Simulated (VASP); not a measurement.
All values below come from vdW-DF-cx, VASP's PBE PAW potentials (set 64) (plane waves; VASP 6.6.1).

VASP input:

KPOINTS:
```
k-points along high-symmetry lines
8
Line-mode
Reciprocal
  0.000000   0.000000   0.000000 ! GAMMA
  0.500000   0.500000   0.000000 ! Y

  0.500000   0.500000   0.000000 ! Y
  0.500000   0.500000   0.000000 ! C_0

  0.500000  -0.500000   0.000000 ! SIGMA_0
  0.000000   0.000000   0.000000 ! GAMMA

  0.000000   0.000000   0.000000 ! GAMMA
  0.000000   0.000000   0.500000 ! Z

  0.000000   0.000000   0.500000 ! Z
  0.500000  -0.500000   0.500000 ! A_0

  0.500000   0.500000   0.500000 ! E_0
  0.500000   0.500000   0.500000 ! T

  0.500000   0.500000   0.500000 ! T
  0.500000   0.500000   0.000000 ! Y

  0.000000   0.000000   0.000000 ! GAMMA
  0.500000  -0.000000   0.000000 ! S

  0.500000  -0.000000   0.000000 ! S
  0.500000  -0.000000   0.500000 ! R

  0.500000  -0.000000   0.500000 ! R
  0.000000   0.000000   0.500000 ! Z

  0.000000   0.000000   0.500000 ! Z
  0.500000   0.500000   0.500000 ! T
```

POSCAR:
```
MnF2
1.0
  4.8635691789   0.0000000000   0.0000000000
  0.0000000000   4.8635691789   0.0000000000
  0.0000000000   0.0000000000   3.3000631770
Mn F
2 4
Direct
  0.0000000000   1.0000000000   0.0000000000
  0.5000000000   0.5000000000   0.5000000000
  0.3031342912   0.3031342912   0.0000000000
  0.8031342912   0.1968657088   0.5000000000
  0.1968657088   0.8031342912   0.5000000000
  0.6968657088   0.6968657088   0.0000000000
```

**INCAR**
```
SYSTEM = MnF2
PREC = Accurate
ENCUT = 520
EDIFF = 1E-7
NELM = 100
ALGO = Normal
LREAL = .FALSE.
LASPH = .TRUE.
ISMEAR = 0
SIGMA = 0.05
GGA = CX
LUSE_VDW = .TRUE.
AGGAC = 0.0
LMAXMIX = 4
ISPIN = 2
MAGMOM = 4.5 -4.5 -0.0 0.0 0.0 -0.0
LORBIT = 11
LWAVE = .FALSE.
LCHARG = .FALSE.
ICHARG = 11
```

POTCAR, in this order: Mn_pv F (PBE.64 set). Program: vasp_std. Read from the step before: CHGCAR.

The run wrote:

File OSZICAR:
```
       N       E                     dE             d eps       ncg     rms          rms(c)
DAV:   1     0.679682088383E+03    0.67968E+03   -0.31992E+04 11568   0.193E+03
DAV:   2     0.362709804393E+02   -0.64341E+03   -0.61647E+03 13064   0.543E+02
DAV:   3    -0.236856981884E+02   -0.59957E+02   -0.59165E+02 12336   0.173E+02
DAV:   4    -0.251062650178E+02   -0.14206E+01   -0.14195E+01 12376   0.279E+01
DAV:   5    -0.251335475371E+02   -0.27283E-01   -0.27279E-01 12400   0.395E+00
DAV:   6    -0.251343931155E+02   -0.84558E-03   -0.84558E-03 12432   0.674E-01
DAV:   7    -0.251344283910E+02   -0.35276E-04   -0.35275E-04 12768   0.133E-01
DAV:   8    -0.251344300736E+02   -0.16825E-05   -0.16825E-05 12136   0.273E-02
DAV:   9    -0.251344301632E+02   -0.89582E-07   -0.89581E-07 10136   0.609E-03
   1 F= -.25134430E+02 E0= -.25134430E+02  d E =-.966781E-19  mag=     0.0000
```

**OUTCAR**
```



 magnetization (x)

# of ion       s       p       d       tot
------------------------------------------
    1        0.017   0.015   4.497   4.529
    2       -0.017  -0.015  -4.497  -4.529
    3       -0.002  -0.026   0.000  -0.028
    4        0.002   0.026   0.000   0.028
    5        0.002   0.026   0.000   0.028
    6       -0.002  -0.026   0.000  -0.028
--------------------------------------------------
tot          0.000   0.000   0.000   0.000
```
(Selected blocks of OUTCAR.)

**OUTCAR**
```
 val. band max:        2.7345280137   @ k =   0.2857   0.2857   0.5000

 cond. band min:       5.0260672085   @ k =   0.0000   0.0000   0.0000



 spin component 1

 k-point     1 :       0.0000    0.0000    0.0000
  band No.  band energies     occupation
      1     -46.5967      1.00000
      2     -46.5288      1.00000
      3     -46.5275      1.00000
      4     -41.8644      1.00000
      5     -41.7960      1.00000
      6     -41.7936      1.00000
      7     -21.1916      1.00000
      8     -20.6581      1.00000
      9     -20.6411      1.00000
     10     -20.5890      1.00000
     11      -4.7774      1.00000
     12      -3.8000      1.00000
     13      -3.3466      1.00000
     14      -3.2177      1.00000
     15      -2.8004      1.00000
     16      -2.7665      1.00000
     17      -2.7359      1.00000
     18      -2.7158      1.00000
     19      -1.8261      1.00000
     20      -1.4591      1.00000
     21      -1.4433      1.00000
     22      -1.1465      1.00000
     23       1.0323      1.00000
     24       1.2944      1.00000
     25       1.4626      1.00000
     26       2.3721      1.00000
     27       2.6492      1.00000
     28       5.0261      0.00000
     29       5.2394      0.00000
     30       5.7235      0.00000
     31       5.7410      0.00000
     32       6.6614      0.00000

 k-point     2 :       0.0714    0.0714    0.0000
  band No.  band energies     occupation
      1     -46.5967      1.00000
      2     -46.5288      1.00000
      3     -46.5275      1.00000
      4     -41.8644      1.00000
      5     -41.7960      1.00000
      6     -41.7936      1.00000
      7     -21.1800      1.00000
      8     -20.6705      1.00000
      9     -20.6426      1.00000
     10     -20.5879      1.00000
     11      -4.7387      1.00000
     12      -3.7842      1.00000
     13      -3.3260      1.00000
     14      -3.2196      1.00000
     15      -2.8501      1.00000
...
```

The density is held fixed in this step, so its total energy and stress have no physical meaning.

The compound is MnF2 in the rutile structure. It was relaxed first.
